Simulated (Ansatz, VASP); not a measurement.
# Zn3P2O8 (Zn3P2O8 (C2/c)) in two plane-wave programs, part 3 of 3

Wanted: the spread between two codes on one cell, functional and k mesh. Of the first pair: The structure shown is the start of the Ansatz relaxation below; VASP solves that cell, so the two are compared at the walk's first step.

VASP 6.6.1 and Ansatz 0.2.0.

So far. Step 3 (VASP: single point, PBEsol, start cell, pair 1): The run ends at a pressure of 2.06 GPa, with forces up to 0.60 eV/Å.

### 6. VASP: single point, PBEsol, relaxed cell, pair 2

Level of this step: PBEsol; plane waves and PAW (Zn, P, O) (VASP).

The same cell, functional, mesh and smearing now go to VASP, with its own data sets.

INCAR reads:

```
SYSTEM = Zn3P2O8
PREC = Accurate
ENCUT = 600
EDIFF = 1E-06
NELM = 120
ISMEAR = -1
SIGMA = 0.01
LREAL = .FALSE.
ALGO = Normal
GGA = PS
NBANDS = 112
LORBIT = 11
LWAVE = .FALSE.
LCHARG = .FALSE.
ISIF = 2
LASPH = .TRUE.
GGA_COMPAT = .FALSE.
EFERMI = MIDGAP
KPAR = 4
```

POSCAR reads:

```
Zn3P2O8
1.0
    4.1117401829     -2.8087197718     -0.0023606707
    4.1117401829      2.8087197718     -0.0023606707
   -3.8810964582      0.0000000000     14.6912268216
Zn P O
6 4 16
Direct
    0.1721410482      0.2777999763      0.9329265753
    0.2466869472      0.7533130528      0.7500000000
    0.2777999763      0.1721410482      0.4329265753
    0.7222000237      0.8278589518      0.5670734247
    0.7533130528      0.2466869472      0.2500000000
    0.8278589518      0.7222000237      0.0670734247
    0.0924035776      0.2344669574      0.6284019772
    0.9075964224      0.7655330426      0.3715980228
    0.7655330426      0.9075964224      0.8715980228
    0.2344669574      0.0924035776      0.1284019772
    0.9693363339      0.0223216063      0.1469053379
    0.3730458269      0.2188101388      0.2191934877
    0.4328349512      0.8143761940      0.0786121134
    0.0223216063      0.9693363339      0.6469053379
    0.0306636661      0.9776783937      0.8530946621
    0.2188101388      0.3730458269      0.7191934877
    0.9776783937      0.0306636661      0.3530946621
    0.5671650488      0.1856238060      0.9213878866
    0.7811898612      0.6269541731      0.2808065123
    0.3254060858      0.1074961145      0.5617282505
    0.1856238060      0.5671650488      0.4213878866
    0.6745939142      0.8925038855      0.4382717495
    0.1074961145      0.3254060858      0.0617282505
    0.8143761940      0.4328349512      0.5786121134
    0.8925038855      0.6745939142      0.9382717495
    0.6269541731      0.7811898612      0.7808065123
```

KPOINTS reads:

```
Automatic mesh
0
Gamma
6 6 2
0 0 0
```

PAW data sets: Zn, P and O (PBE family, release 64).

Run with:

```bash
> mpirun -np 4 vasp_std
```

Numbers of over 12 decimals in the logs are rounded to 6 here.

Log:

```text
[banner, memory and clock lines left out]
running    4 mpi-ranks, on    1 nodes
[...]
[... a notice as in an earlier step ...]

 [... a notice as in an earlier step ...]

 LDA part: xc-table for (Slater+PW92), standard interpolation
 POSCAR, INCAR and KPOINTS ok, starting setup
[...]
entering main loop
       N       E                     dE             d eps       ncg     rms          rms(c)
DAV:   1     0.277261271780E+04    0.27726E+04   -0.93417E+04  5824   0.221E+03
DAV:   2     0.383452486764E+03   -0.23892E+04   -0.22765E+04  6192   0.609E+02
DAV:   3    -0.146716260639E+03   -0.53017E+03   -0.51601E+03  6376   0.261E+02
DAV:   4    -0.187871771150E+03   -0.41156E+02   -0.40850E+02  6856   0.813E+01
[...]
DAV:  16    -0.167165283965E+03    0.13409E-06   -0.72633E-05  8592   0.583E-02    0.787E-03
DAV:  17    -0.167165285782E+03   -0.18178E-05   -0.94492E-06  6584   0.178E-02    0.805E-03
DAV:  18    -0.167165286439E+03   -0.65692E-06   -0.14480E-06  4384   0.206E-02
   1 F= -.16716529E+03 E0= -.16716529E+03  d E =0.000000E+00
```

From OUTCAR (step 6):

```text
  Total        0.3436188      0.4104918      0.2260731      0.0000000      0.0000000      0.1364598
  in kB        1.6226737      1.9384689      1.0675867      0.0000000      0.0000000      0.6444054
  external PRESSURE =       1.5429098 kB  Pullay stress =       0.0000000 kB

 POSITION                                       TOTAL-FORCE (eV/Angst)
 -----------------------------------------------------------------------------------
     -1.77074      0.29677     13.70477         0.003467      0.013136     -0.003220
      1.20092      1.42297     11.01606        -0.000000      0.006741     -0.000000
      0.16981     -0.29677      6.35916         0.003467     -0.013136     -0.003220
      4.17257      0.29677      8.32735        -0.003467      0.013136      0.003220
      3.14147     -1.42297      3.67045         0.000000     -0.006741     -0.000000
      6.11312     -0.29677      0.98173        -0.003467     -0.013136      0.003220
     -1.09488      0.39902      9.23122        -0.013774     -0.017238     -0.007343
      5.43727     -0.39902      5.45528         0.013774      0.017238      0.007343
      3.49672      0.39902     12.80089         0.013774     -0.017238      0.007343
      0.84567     -0.39902      1.88561        -0.013774      0.017238     -0.007343
      3.50729     -2.65990      2.15588         0.049079     -0.016074     -0.005032
      1.58285     -0.43320      3.21882        -0.042041      0.022601     -0.011690
      4.82311      1.07164      1.15196        -0.036688      0.045439      0.009801
      1.56674      2.65990      9.50149         0.049079      0.016074     -0.005032
[...]
-----------------------------------------------------------------------------------
    total drift:                                0.000000      0.000000     -0.000000

  FREE ENERGIE OF THE ION-ELECTRON SYSTEM (eV)
  ---------------------------------------------------
  free  energy   TOTEN  =      -167.1652864393 eV

  energy  without entropy=     -167.1652864393  energy(sigma->0) =     -167.16528644

[... 1 part as in an earlier step ...]

[... 2 further parts left out ...]
[key lines of the parts left out:]
E-fermi :   2.0791
```

The run ends at a pressure of 0.15 GPa, with forces up to 0.072 eV/Å.

### 7. Comparison

What differs besides the data sets and the points named for the pairs above, as far as they apply: the cutoff is 420 eV in Ansatz and 600 eV in VASP; Ansatz's pressure holds a Pulay correction, VASP's none. Total energies have different zeros and are not compared.

Compared:

```csv
quantity,Ansatz,VASP,difference
pressure (GPa),0.01,0.15,-0.15
gap on the k mesh (eV),3.545,3.533,+0.012
```

Forces on 7 of the 26 atoms, those with the largest forces and the largest differences (eV/Å; atoms numbered as in POSCAR):

```csv
atom,"Ansatz x, y, z","VASP x, y, z"
O13,"-0.001, 0.000, 0.002","-0.037, 0.045, 0.010"
O18,"0.001, 0.000, -0.002","0.037, -0.045, -0.010"
O20,"-0.001, -0.002, 0.000","-0.034, 0.044, 0.045"
O22,"0.001, 0.002, 0.000","0.034, -0.044, -0.045"
O23,"-0.001, 0.002, 0.000","-0.034, -0.044, 0.045"
O24,"-0.001, 0.000, 0.002","-0.037, -0.045, 0.010"
O25,"0.001, -0.002, 0.000","0.034, 0.044, -0.045"
```

The forces differ by 27 meV/Å r.m.s., where the r.m.s. force is 0.001 eV/Å in Ansatz and 0.027 eV/Å in VASP: the atoms lie near their places of rest in Ansatz, so a percentage would say little (all taken over all components). A gap on the mesh is an upper bound, since the band edges may lie between its points.

### 8. Summary of results

```
r.m.s. force difference (single point, PBEsol, start cell, pair 1)   : 10 % of the r.m.s. force
r.m.s. force difference (single point, PBEsol, relaxed cell, pair 2) : 27 meV/Å
```

What this shows: The r.m.s. force difference is 10 % of the r.m.s. force (single point, PBEsol, start cell, pair 1), beyond the 3 % picked in this series as the mark of a large difference. What causes the difference of the single point, PBEsol, start cell, pair 1 pair stays open here. What causes the difference of the single point, PBEsol, relaxed cell, pair 2 pair stays open here. How closely two codes agree says nothing of how well the functional describes the real material.

[Lines on the potential files, build, host, timing and source positions are cut from VASP's logs without a mark.]

[Logs are printed without paths, hosts, clocks, repeated set-up lines and the standing remarks that a program may print on its own settings, such as how far it seeks lower states.]

[Hosts, paths, dates, database ids (printed as entryN), source tags and the programs' standing remarks are cut or masked in the printed files.]
